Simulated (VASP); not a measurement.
VASP ran on this input.

INCAR:
```
SYSTEM = WS2
PREC = Accurate
ENCUT = 400
EDIFF = 1E-6
NELM = 100
ALGO = Normal
LREAL = .FALSE.
LASPH = .TRUE.
ISMEAR = 0
SIGMA = 0.05
GGA = PE
LMAXMIX = 6
LWAVE = .FALSE.
LCHARG = .FALSE.
ISIF = 2
```

**POSCAR**
```
WS2
1
    1.8492910000     1.0676890000     5.6065350000
   -1.8492910000     1.0676890000     5.6065350000
    0.0000000000    -2.1353770000     5.6065350000
W S
1 2
Cartesian
  0.0000000000   0.0000000000   0.0000000000
  0.2520000000   0.2520000000   0.2520000000
  0.7480000000   0.7480000000   0.7480000000
```

File KPOINTS:
```
Automatic mesh
0
Gamma
5 5 5
0 0 0
```

POTCAR, in this order: W_sv S (PBE.64 set). Program: vasp_std.

Output

standard output:
```
 POSCAR found type information on POSCAR W S
 POSCAR found :  2 types and       3 ions
 Reading from existing POTCAR
 Reading from existing POTCAR
 LDA part: xc-table for (Slater+PW92), standard interpolation

 -----------------------------------------------------------------------------
|                                                                             |
|           W    W    AA    RRRRR   N    N  II  N    N   GGGG   !!!           |
|           W    W   A  A   R    R  NN   N  II  NN   N  G    G  !!!           |
|           W    W  A    A  R    R  N N  N  II  N N  N  G       !!!           |
|           W WW W  AAAAAA  RRRRR   N  N N  II  N  N N  G  GGG   !            |
|           WW  WW  A    A  R   R   N   NN  II  N   NN  G    G                |
|           W    W  A    A  R    R  N    N  II  N    N   GGGG   !!!           |
|                                                                             |
|     The distance between some ions is very small. Please check the          |
|     nearest-neighbor list in the OUTCAR file.                               |
|     I HOPE YOU KNOW WHAT YOU ARE DOING!                                     |
|                                                                             |
 -----------------------------------------------------------------------------

 POSCAR, INCAR and KPOINTS ok, starting setup
 WAVECAR not read
 entering main loop
       N       E                     dE             d eps       ncg     rms          rms(c)
DAV:   1     0.146184059163E+04    0.14618E+04   -0.17996E+04  2849   0.145E+03
DAV:   2     0.124123768970E+04   -0.22060E+03   -0.21869E+03  2341   0.452E+02
DAV:   3     0.121891930454E+04   -0.22318E+02   -0.22174E+02  3215   0.123E+02
DAV:   4     0.121831002772E+04   -0.60928E+00   -0.60250E+00  2546   0.237E+01
DAV:   5     0.121828611438E+04   -0.23913E-01   -0.23846E-01  3412   0.449E+00    0.351E+03
DAV:   6     0.126543140794E+04    0.47145E+02   -0.12395E+02  2781   0.927E+01    0.179E+03
DAV:   7     0.126796356953E+04    0.25322E+01   -0.47309E+01  3080   0.680E+01    0.160E+02
DAV:   8     0.126831259745E+04    0.34903E+00   -0.42712E+00  2665   0.192E+01    0.384E+01
DAV:   9     0.126828169698E+04   -0.30900E-01   -0.29193E-01  2892   0.483E+00    0.130E+01
DAV:  10     0.126827756670E+04   -0.41303E-02   -0.14531E-02  2779   0.110E+00    0.311E+00
DAV:  11     0.126827560276E+04   -0.19639E-02   -0.90436E-03  2995   0.737E-01    0.125E+00
DAV:  12     0.126827550134E+04   -0.10141E-03   -0.44764E-04  3115   0.177E-01    0.783E-01
DAV:  13     0.126827540291E+04   -0.98437E-04   -0.10602E-04  2538   0.778E-02    0.237E-01
DAV:  14     0.126827538572E+04   -0.17186E-04   -0.27210E-05  2722   0.369E-02    0.906E-02
DAV:  15     0.126827538355E+04   -0.21718E-05   -0.20174E-06  2211   0.114E-02    0.479E-02
DAV:  16     0.126827538067E+04   -0.28834E-05   -0.22206E-06  1929   0.799E-03    0.180E-02
DAV:  17     0.126827537959E+04   -0.10747E-05   -0.20242E-06  2019   0.628E-03    0.145E-02
DAV:  18     0.126827537960E+04    0.93132E-08   -0.42446E-08  1303   0.206E-03
   1 F= 0.12682754E+04 E0= 0.12682754E+04  d E =-.159779E-29
```

### OUTCAR
```
------------------------ aborting loop because EDIFF is reached ----------------------------------------
  FORCE on cell =-STRESS in cart. coord.  units (eV):
  Direction    XX          YY          ZZ          XY          YZ          ZX
  --------------------------------------------------------------------------------------
  Total      957.5432507    959.2137608    953.2272372    955.5258367    953.7542944    954.1000096
  in kB    23097.9429834  23138.2391758  22993.8317229  23049.2787442  23006.5454428  23014.8848166
  external PRESSURE =   23076.6712940 kB  Pullay stress =       0.0000000 kB
  volume of cell :       66.42
      direct lattice vectors                 reciprocal lattice vectors
     1.849291000  1.067689000  5.606535000     0.270373889  0.156100436  0.059454419
    -1.849291000  1.067689000  5.606535000    -0.270373889  0.156100436  0.059454419
     0.000000000 -2.135377000  5.606535000     0.000000000 -0.312200873  0.059454447
 POSITION                                       TOTAL-FORCE (eV/Angst)
 -----------------------------------------------------------------------------------
      0.00000      0.00000      0.00000     -3137.639200  -3137.046732  -3138.987233
     -1.59729     -0.81569     11.46507      2808.632751   2808.415615   2808.132563
     -1.10129     -0.31969     11.96107       329.006449    328.631118    330.854670
 -----------------------------------------------------------------------------------
    total drift:                               -0.000047     -0.000158     -0.000007
  FREE ENERGIE OF THE ION-ELECTRON SYSTEM (eV)
  ---------------------------------------------------
  free  energy   TOTEN  =      1268.2753796009 eV

  energy  without entropy=     1268.2753796009  energy(sigma->0) =     1268.27537960
```
(Selected blocks of OUTCAR.)

Question: Read the log: what went wrong, and how is it fixed?

Answer: The cause: fractional coordinates stand under the word Cartesian. The run ends without an error. Against the sound run, the energy per atom (σ→0) increases by 430.001 eV/atom; the pressure rises by 2320.98 GPa; the largest force goes up by 5434.219 eV/Å; the band gap rises by 0.94 eV. To mend it, correct POSCAR.
File POSCAR:
```
WS2
1
    1.8492910000     1.0676890000     5.6065350000
   -1.8492910000     1.0676890000     5.6065350000
    0.0000000000    -2.1353770000     5.6065350000
W S
1 2
Direct
  0.0000000000   0.0000000000   0.0000000000
  0.2520000000   0.2520000000   0.2520000000
  0.7480000000   0.7480000000   0.7480000000
```
The mended run (PBE GGA, plane waves, VASP's PBE PAW potentials (set 64)) converges, and its OSZICAR ends with
```
   1 F= -.21729760E+02 E0= -.21728421E+02  d E =-.267925E-02
```

The structure was generated: WS2 was put into the CdCl2 type (R-3m), which need not be its known phase. The cell was not relaxed at this level.
